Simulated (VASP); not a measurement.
Output of a VASP run:

### OSZICAR
```
...
DAV:   5    -0.337742753280E+02   -0.10934E-03   -0.10931E-03  1136   0.255E-01    0.114E+01
DAV:   6    -0.396452530696E+02   -0.58710E+01   -0.17964E+01   864   0.470E+01    0.639E+00
DAV:   7    -0.400442187177E+02   -0.39897E+00   -0.67458E-01   988   0.983E+00    0.429E+00
DAV:   8    -0.398033192117E+02    0.24090E+00   -0.18299E+00  1036   0.115E+01    0.178E+00
DAV:   9    -0.398323988446E+02   -0.29080E-01   -0.38070E-02  1068   0.254E+00    0.171E+00
DAV:  10    -0.393340059233E+02    0.49839E+00   -0.16983E-01   872   0.534E+00    0.990E-01
DAV:  11    -0.398105414458E+02   -0.47654E+00   -0.20994E-01   864   0.592E+00    0.526E-01
DAV:  12    -0.398084220970E+02    0.21193E-02   -0.18740E-02  1116   0.120E+00    0.489E-01
DAV:  13    -0.398083544371E+02    0.67660E-04   -0.29642E-03   996   0.568E-01    0.168E-01
DAV:  14    -0.398086641185E+02   -0.30968E-03   -0.50703E-04  1040   0.248E-01    0.303E-01
DAV:  15    -0.398085774098E+02    0.86709E-04   -0.15476E-04  1024   0.110E-01    0.216E-01
DAV:  16    -0.398084909366E+02    0.86473E-04   -0.18215E-04  1044   0.126E-01    0.167E-02
DAV:  17    -0.398085281244E+02   -0.37188E-04   -0.36223E-05  1020   0.617E-02    0.204E-02
DAV:  18    -0.398085271856E+02    0.93876E-06   -0.34113E-06  1000   0.232E-02
   1 F= -.39808527E+02 E0= -.39808527E+02  d E =-.398085E+02
       N       E                     dE             d eps       ncg     rms          rms(c)
DAV:   1    -0.398070266267E+02    0.15015E-02   -0.29123E-01  1016   0.580E+00    0.710E-01
DAV:   2    -0.398086125136E+02   -0.15859E-02   -0.14156E-02  1080   0.118E+00    0.281E-01
DAV:   3    -0.398081778792E+02    0.43463E-03   -0.46251E-03  1016   0.552E-01    0.875E-02
DAV:   4    -0.398081198537E+02    0.58026E-04   -0.48990E-04   964   0.236E-01    0.470E-02
DAV:   5    -0.398078730604E+02    0.24679E-03   -0.31998E-04   888   0.227E-01    0.242E-02
DAV:   6    -0.398081736669E+02   -0.30061E-03   -0.12260E-04   888   0.155E-01    0.148E-02
DAV:   7    -0.398081687993E+02    0.48675E-05   -0.60666E-06  1108   0.306E-02    0.883E-03
DAV:   8    -0.398081727211E+02   -0.39217E-05   -0.98522E-07   572   0.108E-02    0.105E-03
DAV:   9    -0.398081699057E+02    0.28154E-05   -0.34061E-07   500   0.735E-03    0.191E-04
DAV:  10    -0.398081712662E+02   -0.13605E-05   -0.56006E-08   476   0.265E-03    0.201E-04
DAV:  11    -0.398081711371E+02    0.12909E-06   -0.47929E-09   468   0.752E-04
   2 F= -.39808171E+02 E0= -.39808171E+02  d E =0.356048E-03
       N       E                     dE             d eps       ncg     rms          rms(c)
DAV:   1    -0.398106463117E+02   -0.24750E-02   -0.78581E-02  1028   0.303E+00    0.367E-01
DAV:   2    -0.398111779605E+02   -0.53165E-03   -0.37401E-03  1064   0.609E-01    0.147E-01
DAV:   3    -0.398111058879E+02    0.72073E-04   -0.12543E-03  1008   0.288E-01    0.459E-02
DAV:   4    -0.398110551552E+02    0.50733E-04   -0.12802E-04   960   0.120E-01    0.248E-02
DAV:   5    -0.398110538730E+02    0.12822E-05   -0.81112E-05   884   0.114E-01    0.127E-02
DAV:   6    -0.398110839649E+02   -0.30092E-04   -0.30606E-05   888   0.783E-02    0.776E-03
DAV:   7    -0.398110916714E+02   -0.77065E-05   -0.14682E-06   792   0.154E-02    0.474E-03
DAV:   8    -0.398110900197E+02    0.16517E-05   -0.55615E-07   504   0.682E-03    0.204E-04
DAV:   9    -0.398110914156E+02   -0.13959E-05   -0.98611E-08   484   0.431E-03    0.122E-04
DAV:  10    -0.398110907417E+02    0.67391E-06   -0.61596E-09   468   0.918E-04
   3 F= -.39811091E+02 E0= -.39811091E+02  d E =-.256356E-02
```

OUTCAR:
```
------------------------ aborting loop because EDIFF is reached ----------------------------------------
  FORCE on cell =-STRESS in cart. coord.  units (eV):
  Direction    XX          YY          ZZ          XY          YZ          ZX
  --------------------------------------------------------------------------------------
  Total        0.0028724      0.0028724     -0.0015046      0.0000000      0.0000000      0.0000000
  in kB        0.1936622      0.1936622     -0.1014402      0.0000000      0.0000000      0.0000000
  external PRESSURE =       0.0952947 kB  Pullay stress =       0.0000000 kB
  volume of cell :       23.76
      direct lattice vectors                 reciprocal lattice vectors
     1.275214506 -2.208736535 -0.000000000     0.392090897 -0.226373763 -0.000000000
     1.275214506  2.208736535  0.000000000     0.392090897  0.226373763  0.000000000
     0.000000000 -0.000000000  4.218450069     0.000000000 -0.000000000  0.237053890
  FREE ENERGIE OF THE ION-ELECTRON SYSTEM (eV)
  ---------------------------------------------------
  free  energy   TOTEN  =       -39.8110907417 eV

  energy  without entropy=      -39.8110907417  energy(sigma->0) =      -39.81109074

 reached required accuracy - stopping structural energy minimisation
```
(Selected blocks of OUTCAR.)

### POSCAR
```
BN
1
    1.2712230378    -2.2018231076    -0.0000000000
    1.2712230378     2.2018231076    -0.0000000000
   -0.0000000000    -0.0000000000     4.2050197319
B N
2 2
Direct
  0.6666670000   0.3333330000   0.5002486094
  0.3333330000   0.6666670000   0.0002486094
  0.6666670000   0.3333330000   0.8747513906
  0.3333330000   0.6666670000   0.3747513906
```

Problem. Reconstruct the remaining input files.

Solution. One answer among several that fit: the input of the run itself, revTPSS meta-GGA, plane waves, VASP's PBE PAW potentials (set 64).

INCAR:
```
ENCUT=520
ISMEAR=0
EDIFF=1E-6
ISIF=3   ! ions, shape and volume
SIGMA=0.05
LWAVE=.False.
EDIFFG=-0.02
LREAL=.False.   ! projection in real space or not
LCHARG=.False.
ALGO=Normal   ! blocked Davidson
METAGGA=RTPSS
IBRION=2   ! conjugate gradients
PREC=Accurate
NSW=60   ! most ionic steps
NELM=100   ! most electronic steps
LASPH=.True.
SYSTEM=BN
LMIXTAU=.True.
```

KPOINTS:
```
Automatic mesh
0
Gamma
9 9 5
0 0 0
```

POTCAR, in this order: B N (PBE.64 set). Program: vasp_std.

The compound is BN in the wurtzite structure, a metastable high-pressure form. This run relaxes it. Symmetry was kept, so distortions that lower it aren't found.
